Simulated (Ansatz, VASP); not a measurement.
# Ga14Ge17O55 (amorphous 29Ga2O3-71GeO2 (mol %)) in two plane-wave programs

Wanted: the spread between two codes on one cell, functional and k mesh. Of the first pair: The structure shown is the start of the Ansatz relaxation below; VASP solves that cell, so the two are compared at the walk's first step.

Method: plane waves, with VASP 6.6.1 beside it; single point at PBE, in Ansatz 0.2.0.

## 1. The starting structure

The cell holds 86 atoms: 14 Ga, 17 Ge and 55 O. Its edges and angles: a = 10.758 Å, b = 10.758 Å, c = 10.758 Å, α = 90.0°, β = 90.0°, γ = 90.0°. As first built, before any earlier steps moved the atoms (in the runner's words): 86 atoms (14 Fe, 17 Ge, 55 O) placed at random at 3.93 g/cm^3, melted at 5000 K for 10 ps at fixed volume with the Morse and Coulomb pair potential with partial charges (Pedone, Malavasi, Menziani, Cormack and Segre, J. Phys. Chem. B 110, 11780 (2006)). Quenched from 5000 K to 300 K at 100 K/ps and fixed volume, held 5 ps, then minimised at fixed cell. Then Fe was replaced by Ga and the cell scaled by 1.006 (the potential has no terms for the new elements, so the cell is a start for a DFT relaxation).

## 2. Ansatz: relaxation, PBE

Ansatz runs on its default PAW (the set named soft_2) files.

The two programs are compared at the cell with which this relaxation starts, whose forces are those of its first step.

Contents of input.yaml:

```yaml
crystal:
  lattice:
    - [10.75796, 0.0, 0.0]
    - [0.0, 10.75796, 0.0]
    - [0.0, 0.0, 10.75796]
  atoms:
    - { symbol: Ga, position: [0.07969, 0.96498, 0.82323] }
    - { symbol: Ga, position: [0.06538, 0.18993, 0.57543] }
    - { symbol: Ga, position: [0.82683, 0.09476, 0.9082] }
    - { symbol: Ga, position: [0.97472, 0.13733, 0.12779] }
    - { symbol: Ga, position: [0.88063, 0.09638, 0.39078] }
    - { symbol: Ga, position: [0.07904, 0.34655, 0.27302] }
    - { symbol: Ga, position: [0.10461, 0.93991, 0.32718] }
    - { symbol: Ga, position: [0.04947, 0.25788, 0.84659] }
    - { symbol: Ga, position: [0.48418, 0.41243, 0.19455] }
    - { symbol: Ga, position: [0.56577, 0.74471, 0.21997] }
    - { symbol: Ga, position: [0.042, 0.59909, 0.16007] }
    - { symbol: Ga, position: [0.85882, 0.81286, 0.32477] }
    - { symbol: Ga, position: [0.87044, 0.89607, 0.08588] }
    - { symbol: Ga, position: [0.26573, 0.47997, 0.01292] }
    - { symbol: Ge, position: [0.24513, 0.802, 0.06754] }
    - { symbol: Ge, position: [0.58544, 0.52624, 0.93312] }
    - { symbol: Ge, position: [0.3746, 0.53246, 0.71539] }
    - { symbol: Ge, position: [0.38481, 0.76272, 0.50212] }
    - { symbol: Ge, position: [0.66338, 0.13678, 0.18967] }
    - { symbol: Ge, position: [0.76091, 0.51441, 0.28165] }
    - { symbol: Ge, position: [0.67452, 0.81371, 0.85622] }
    - { symbol: Ge, position: [0.31074, 0.33488, 0.47133] }
    - { symbol: Ge, position: [0.33081, 0.05786, 0.62228] }
    - { symbol: Ge, position: [0.46857, 0.96136, 0.02118] }
    - { symbol: Ge, position: [0.7734, 0.33656, 0.5409] }
    - { symbol: Ge, position: [0.26468, 0.19266, 0.05968] }
    - { symbol: Ge, position: [0.61856, 0.14051, 0.71497] }
    - { symbol: Ge, position: [0.82492, 0.89996, 0.63254] }
    - { symbol: Ge, position: [0.0959, 0.64449, 0.44786] }
    - { symbol: Ge, position: [0.98847, 0.48648, 0.70168] }
    - { symbol: Ge, position: [0.87301, 0.42326, 0.99834] }
    - { symbol: O, position: [0.03546, 0.78099, 0.38563] }
    - { symbol: O, position: [0.79155, 0.9022, 0.92493] }
    - { symbol: O, position: [0.94259, 0.97713, 0.24454] }
    - { symbol: O, position: [0.65354, 0.26256, 0.61636] }
    - { symbol: O, position: [0.79088, 0.09474, 0.09478] }
    - { symbol: O, position: [0.73271, 0.78769, 0.70915] }
    - { symbol: O, position: [0.67308, 0.16568, 0.86271] }
    - { symbol: O, position: [0.72482, 0.82801, 0.19429] }
    - { symbol: O, position: [0.83512, 0.91425, 0.47387] }
    - { symbol: O, position: [0.26828, 0.52253, 0.83778] }
    - { symbol: O, position: [0.15238, 0.31848, 0.43364] }
    - { symbol: O, position: [0.07124, 0.53767, 0.32762] }
    - { symbol: O, position: [0.95902, 0.74658, 0.12306] }
    - { symbol: O, position: [0.10113, 0.42913, 0.10474] }
    - { symbol: O, position: [0.391, 0.39213, 0.34703] }
    - { symbol: O, position: [0.2096, 0.64648, 0.08986] }
    - { symbol: O, position: [0.93848, 0.24086, 0.26756] }
    - { symbol: O, position: [0.34131, 0.32482, 0.10372] }
    - { symbol: O, position: [1.0e-05, 0.02153, 0.98971] }
    - { symbol: O, position: [0.34414, 0.91382, 0.55026] }
    - { symbol: O, position: [0.19359, 0.85566, 0.92507] }
    - { symbol: O, position: [0.84659, 0.44231, 0.63916] }
    - { symbol: O, position: [0.46157, 0.51882, 0.03732] }
    - { symbol: O, position: [0.1877, 0.07395, 0.69887] }
    - { symbol: O, position: [0.74859, 0.40765, 0.39956] }
    - { symbol: O, position: [0.14958, 0.17098, 0.16996] }
    - { symbol: O, position: [0.24964, 0.69, 0.44892] }
    - { symbol: O, position: [0.55677, 0.03011, 0.134] }
    - { symbol: O, position: [0.726, 0.02275, 0.67657] }
    - { symbol: O, position: [0.06729, 0.34148, 0.69214] }
    - { symbol: O, position: [0.9263, 0.2711, 0.98686] }
    - { symbol: O, position: [0.06483, 0.06054, 0.44816] }
    - { symbol: O, position: [0.86453, 0.48895, 0.1506] }
    - { symbol: O, position: [0.54816, 0.90672, 0.89411] }
    - { symbol: O, position: [0.64287, 0.67873, 0.93499] }
    - { symbol: O, position: [0.1973, 0.88546, 0.19447] }
    - { symbol: O, position: [0.7199, 0.44296, 0.95811] }
    - { symbol: O, position: [0.05121, 0.58709, 0.59226] }
    - { symbol: O, position: [0.48761, 0.76428, 0.378] }
    - { symbol: O, position: [0.1922, 0.24485, 0.92861] }
    - { symbol: O, position: [0.96083, 0.48068, 0.8673] }
    - { symbol: O, position: [0.4138, 0.81922, 0.08608] }
    - { symbol: O, position: [0.96773, 0.88961, 0.70353] }
    - { symbol: O, position: [0.34735, 0.06439, 0.01627] }
    - { symbol: O, position: [0.40638, 0.67299, 0.63739] }
    - { symbol: O, position: [0.8217, 0.64417, 0.3499] }
    - { symbol: O, position: [0.61063, 0.28661, 0.17518] }
    - { symbol: O, position: [0.95169, 0.13104, 0.78023] }
    - { symbol: O, position: [0.33436, 0.42949, 0.59867] }
    - { symbol: O, position: [0.46569, 0.09307, 0.7032] }
    - { symbol: O, position: [0.88916, 0.22198, 0.52433] }
    - { symbol: O, position: [0.71454, 0.10967, 0.33608] }
    - { symbol: O, position: [0.32752, 0.181, 0.51744] }
    - { symbol: O, position: [0.51158, 0.49834, 0.79448] }
    - { symbol: O, position: [0.61593, 0.56262, 0.22757] }
kpoints:
  mp_grid: { grid: [1, 1, 1] }
hamiltonian:
  xc: pbe
scf:
  occupations: { method: gaussian, width: 0.025 }
output:
  forces: true
relax:
  f_tol: 0.05
  max_steps: 150
  cell: {}
```

Started as:

```console
$ ansatz run input.yaml --threads 4 --pin off --max-ram 8192MiB --backend cpu --events-out ev --progress --plain --runs-dir out
```

Numbers of over 12 decimals in the logs are rounded to 6 here.

Log:

```text
Engine: ansatz 0.2.0, x86_64-unknown-linux-gnu
Pseudopotentials: kind: paw
Pseudopotential: Ga, paw, valence charge 13, recommended cutoff 420 eV (normal), Ga.paw.azcp
Pseudopotential: Ge, paw, valence charge 14, recommended cutoff 420 eV (normal), Ge.paw.azcp
Pseudopotential: O, paw, valence charge 6, recommended cutoff 420 eV (normal), O.paw.azcp
Functional definition: PBE
  parameter kappa = 0.804
  parameter beta = 0.066725
  exchange = pbe_x(kappa = kappa, mu = beta*pi^2/3)
  correlation = pbe_c(beta = beta)
Crystal: 86 atoms, lattice volume = 1245.059 Å³
Basis set: ecut = 420 eV, 24303 PW (Γ), exchange–correlation on 144×144×144 points (8 copies of the dense FFT grid, shifted against one another)
Bands: 461, of which v1, the nominal top of the filled ones, is band 375 counted from 1 (374 counted from 0)
Symmetry: 1 space group operations
Space group: P1 (ITA 1), of the structure as read, at distance tolerance 1.1e-4 Å
k-points: 1
Non-local potential: Ga, projectors of the file, l = 0: 2, l = 1: 2, l = 2: 3, l = 3: 1
Non-local potential: Ge, projectors of the file, l = 0: 2, l = 1: 2, l = 2: 3, l = 3: 1
Non-local potential: O, projectors of the file, l = 0: 2, l = 1: 2, l = 2: 1
PAW form: soft (Blöchl's): semilocal exchange-correlation on the pseudo side does not see the compensation charge
PAW one-centre angular grid: Ga, 590 points (default); XC on 64 Gauss nodes
PAW one-centre angular grid: Ge, 590 points (default); XC on 64 Gauss nodes
PAW one-centre angular grid: O, 110 points (default); XC on 64 Gauss nodes
Initial density: superposition of atomic densities (neutral atoms: chi_scale 0, normalization atom), corrected by the library's trained network
Initial wavefunctions: pseudopotential atomic-orbital guess
Functional: x = pbe(κ = 0.804, μ = 0.219515), c = pbe(β = 0.066725)
SCF iter   1: F=—  HF=-157174.698844 eV  |F-HF|=—  |Δ(HF+E_count)|=         —  Δρ=3.02e-3  dr2=1.15e-1  ethr=1.77e-3  ⟨swp⟩=6.0  Hψ=1691  notcnv=0  defer=62
preconditioner: auto → Resta (q_TF=auto, 2.507 Å⁻¹)  ε∞=3.3  [insulator: Δε(μ)=1.001 eV  Ē_g=19.136 eV  σ=0.025 eV  W_gap=1.00  n_scr=340 (ndim 8)  ℏωp=28.8 eV  f_vac=0.220  D(μ)=0.00/eV (n_scr^D=0)  ε∞_Penn≈3.3]
SCF iter   2: F=—  HF=-157174.694447 eV  |F-HF|=—  |Δ(HF+E_count)|=   4.40e-3  Δρ=1.65e-3  dr2=2.66e-2  ethr=1.53e-5  ⟨swp⟩=2.0  Hψ=825  notcnv=0  defer=82
SCF iter   3: F=—  HF=-157174.694746 eV  |F-HF|=—  |Δ(HF+E_count)|=   2.98e-4  Δρ=7.69e-4  dr2=8.61e-3  ethr=3.55e-6  ⟨swp⟩=2.0  Hψ=672  notcnv=0  defer=82
SCF iter   4: F=—  HF=-157174.693796 eV  |F-HF|=—  |Δ(HF+E_count)|=   9.49e-4  Δρ=2.19e-4  dr2=6.73e-4  ethr=1.15e-6  ⟨swp⟩=2.0  Hψ=647  notcnv=0  defer=82
SCF iter   5: F=—  HF=-157174.693867 eV  |F-HF|=—  |Δ(HF+E_count)|=   7.06e-5  Δρ=1.43e-4  dr2=2.56e-4  ethr=8.97e-8  ⟨swp⟩=2.0  Hψ=752  notcnv=0  defer=82
SCF iter   6: F=—  HF=-157174.693870 eV  |F-HF|=—  |Δ(HF+E_count)|=   3.35e-6  Δρ=4.03e-5  dr2=2.20e-5  ethr=3.42e-8  ⟨swp⟩=2.0  Hψ=643  notcnv=0  defer=82
SCF iter   7: F=—  HF=-157174.695308 eV  |F-HF|=—  |Δ(HF+E_count)|=   1.44e-3  Δρ=2.44e-5  dr2=7.42e-6  ethr=2.94e-9  ⟨swp⟩=2.0  Hψ=836  notcnv=0  defer=82
SCF iter   8: F=—  HF=-157174.695309 eV  |F-HF|=—  |Δ(HF+E_count)|=   1.66e-6  Δρ=9.29e-6  dr2=1.18e-6  ethr=9.90e-10  ⟨swp⟩=2.0  Hψ=648  notcnv=0  defer=82
SCF iter   9: F=—  HF=-157174.695310 eV  |F-HF|=—  |Δ(HF+E_count)|=   4.51e-7  Δρ=4.64e-6  dr2=2.80e-7  ethr=1.57e-10  ⟨swp⟩=2.0  Hψ=754  notcnv=0  defer=82
SCF iter  10: F=-157174.695310 eV  HF=-157174.695310 eV  |F-HF|=1.80e-8  |Δ(HF+E_count)|=   5.86e-8  Δρ=1.71e-6  dr2=4.08e-8  ethr=1.33e-11  ⟨swp⟩=4.0  Hψ=1333  notcnv=0
SCF 1 converged in 10 iterations: F = -157174.695310 eV  dr2 = 4.08e-8
  greatest PAW one-centre occupation: 0.999 electrons in one spin orbital (limit 2), on the Ge atom at site 18 (counted from 0), in its partial waves of l = 2
relax step   1: F+E_penalty+E_count = -157174.69530989 eV  Δ(F+E_penalty+E_count) = +0.000e0 eV  max|allowed force component| = 2.597e0 eV/Å  Δτ_max = 0.0000 Å  P = -0.554 GPa  Ω = 1245.059 Å³  (10 SCF iters, dr2 threshold 1.00e-7 eV, accepted)
Crystal: 86 atoms, lattice volume = 1212.822 Å³
Basis set: ecut = 420 eV, 23721 PW (Γ), exchange–correlation on 144×144×144 points (8 copies of the dense FFT grid, shifted against one another)
Initial density: handed on by an earlier stage of this run
Initial wavefunctions: those handed on with the density
iter 1 solved again at ethr=2.36e-4 eV; its pass at ethr=3.10e-3 eV (dr2=1.77e0 eV) is discarded
SCF iter   1: F=—  HF=-157179.614845 eV  |F-HF|=—  |Δ(HF+E_count)|=         —  Δρ=2.12e-2  dr2=1.78e0  ethr=2.36e-4  ⟨swp⟩=6.0  Hψ=2054  notcnv=0
preconditioner: auto → Resta (q_TF=auto, 2.518 Å⁻¹)  ε∞=3.3  [insulator: Δε(μ)=1.526 eV  Ē_g=19.295 eV  σ=0.025 eV  W_gap=1.00  n_scr=334 (ndim 8)  ℏωp=29.2 eV  f_vac=0.206  D(μ)=0.00/eV (n_scr^D=0)  ε∞_Penn≈3.3]
[...]
atom  67  O      0.00314059     0.00059323    -0.00448733
  atom  68  O     -0.00258316     0.00291410     0.00020892
  atom  69  O     -0.00408578    -0.00156469    -0.00055359
  atom  70  O     -0.00103878    -0.00020448     0.00029102
  atom  71  O      0.00150597    -0.00061632    -0.00260195
  atom  72  O      0.00273033    -0.00109179     0.00330182
  atom  73  O     -0.00184535     0.00358768    -0.00316132
  atom  74  O     -0.00444467     0.00420714    -0.00285808
  atom  75  O     -0.00494223     0.00482286    -0.00159894
  atom  76  O     -0.00140280    -0.00494876     0.00587305
  atom  77  O     -0.00433311    -0.00470357    -0.00389564
  atom  78  O      0.00370481    -0.00649973    -0.00478739
  atom  79  O      0.00854083    -0.00177908     0.00026828
  atom  80  O      0.00313186     0.00452783    -0.00826803
  atom  81  O      0.00235144     0.00134026     0.00037290
  atom  82  O      0.00157103    -0.00058077    -0.00024707
  atom  83  O     -0.00038068     0.00382327     0.00043291
  atom  84  O     -0.00173571    -0.00156429     0.00487258
  atom  85  O     -0.00454770    -0.00373494     0.00209532
  atom  86  O     -0.00086658     0.00421827    -0.00537582
  max |Σ_I F_I| component: 1.02e-5 eV/Å
--- Stress (GPa, compression-positive) ---
        0.013209       0.001463       0.002594
        0.001463       0.002550       0.001277
        0.002594       0.001277       0.007264
  P = ⅓ Tr σ = 0.0077 GPa (0.077 kbar)
--- Relaxed structure (27 steps of the walk, 27 accepted, 3 SCFs on fresh bases) ---
  F+E_penalty+E_count = -157184.64562440 eV   max|allowed force component| = 2.040e-2 eV/Å   (the final SCF, on the basis selected at the relaxed cell)
  cell:  # Å, volume = 1187.7279 Å³
    - [10.605828, 0.042789, 0.342171]
    - [0.042789, 10.650966, 0.039240]
    - [0.342171, 0.039240, 10.525717]
  atoms:
    - { symbol: Ga, position: [0.028224, 0.938357, 0.847934] }
    - { symbol: Ga, position: [0.077489, 0.199494, 0.542748] }
    - { symbol: Ga, position: [0.785068, 0.090080, 0.896083] }
    - { symbol: Ga, position: [0.974572, 0.151736, 0.104395] }
    - { symbol: Ga, position: [0.880728, 0.104919, 0.379492] }
    - { symbol: Ga, position: [0.105185, 0.321488, 0.256971] }
    - { symbol: Ga, position: [0.091863, 0.928293, 0.326571] }
    - { symbol: Ga, position: [0.066484, 0.238218, 0.835412] }
    - { symbol: Ga, position: [0.492525, 0.406307, 0.177788] }
    - { symbol: Ga, position: [0.570150, 0.742178, 0.245599] }
    - { symbol: Ga, position: [0.051992, 0.584280, 0.163481] }
    - { symbol: Ga, position: [0.836535, 0.806513, 0.362385] }
    - { symbol: Ga, position: [0.866933, 0.888788, 0.107384] }
    - { symbol: Ga, position: [0.281918, 0.487998, 0.013662] }
    - { symbol: Ge, position: [0.151623, 0.809204, 0.061102] }
    - { symbol: Ge, position: [0.587907, 0.530393, 0.918706] }
    - { symbol: Ge, position: [0.374964, 0.532802, 0.714572] }
    - { symbol: Ge, position: [0.375845, 0.762015, 0.503995] }
    - { symbol: Ge, position: [0.664503, 0.154566, 0.198846] }
    - { symbol: Ge, position: [0.755901, 0.523557, 0.291655] }
    - { symbol: Ge, position: [0.675647, 0.812231, 0.876565] }
    - { symbol: Ge, position: [0.336826, 0.339402, 0.453515] }
    - { symbol: Ge, position: [0.342790, 0.072404, 0.581975] }
    - { symbol: Ge, position: [0.475477, 0.953620, 0.062404] }
    - { symbol: Ge, position: [0.773336, 0.338260, 0.542385] }
    - { symbol: Ge, position: [0.281122, 0.183452, 0.036004] }
    - { symbol: Ge, position: [0.606363, 0.142535, 0.716043] }
    - { symbol: Ge, position: [0.819827, 0.896455, 0.648777] }
    - { symbol: Ge, position: [0.097825, 0.642048, 0.450360] }
    - { symbol: Ge, position: [0.971480, 0.483759, 0.699170] }
    - { symbol: Ge, position: [0.863757, 0.439182, 0.985256] }
    - { symbol: O, position: [0.020086, 0.785222, 0.413443] }
    - { symbol: O, position: [0.805885, 0.899596, 0.936167] }
    - { symbol: O, position: [0.923273, 0.954992, 0.267005] }
    - { symbol: O, position: [0.632196, 0.267817, 0.605638] }
    - { symbol: O, position: [0.791470, 0.104176, 0.081870] }
    - { symbol: O, position: [0.711816, 0.780434, 0.714553] }
    - { symbol: O, position: [0.636903, 0.182071, 0.873478] }
    - { symbol: O, position: [0.733039, 0.817232, 0.217019] }
    - { symbol: O, position: [0.797924, 0.922022, 0.489085] }
    - { symbol: O, position: [0.263862, 0.508580, 0.841809] }
    - { symbol: O, position: [0.168081, 0.312100, 0.423812] }
    - { symbol: O, position: [0.060209, 0.531552, 0.333647] }
    - { symbol: O, position: [0.990375, 0.747746, 0.110504] }
    - { symbol: O, position: [0.129380, 0.428382, 0.112545] }
    - { symbol: O, position: [0.389290, 0.426832, 0.322517] }
    - { symbol: O, position: [0.210463, 0.649153, 0.083871] }
    - { symbol: O, position: [0.944030, 0.240932, 0.257415] }
    - { symbol: O, position: [0.366475, 0.319191, 0.073271] }
    - { symbol: O, position: [0.00836487, -0.00993441, 1.031598] }
    - { symbol: O, position: [0.316670, 0.920620, 0.519502] }
    - { symbol: O, position: [0.163360, 0.842330, 0.896182] }
    - { symbol: O, position: [0.820316, 0.461513, 0.641037] }
    - { symbol: O, position: [0.462102, 0.525211, 0.040769] }
    - { symbol: O, position: [0.193055, 0.125058, 0.647511] }
[...]
- { symbol: O, position: [0.957195, 0.103047, 0.818448] }
    - { symbol: O, position: [0.346146, 0.414954, 0.600634] }
    - { symbol: O, position: [0.463399, 0.066102, 0.692215] }
    - { symbol: O, position: [0.894715, 0.219929, 0.525036] }
    - { symbol: O, position: [0.711566, 0.117859, 0.349407] }
    - { symbol: O, position: [0.394058, 0.182053, 0.459095] }
    - { symbol: O, position: [0.532715, 0.509940, 0.767205] }
    - { symbol: O, position: [0.610530, 0.565195, 0.229182] }
```

(Part 1 of 3 ends here.)

[Lines on the potential files, build, host, timing and source positions are cut from VASP's logs without a mark.]

[Logs are printed without paths, hosts, clocks, repeated set-up lines and the standing remarks that a program may print on its own settings, such as how far it seeks lower states.]

[Hosts, paths, dates, database ids (printed as entryN), source tags and the programs' standing remarks are cut or masked in the printed files.]
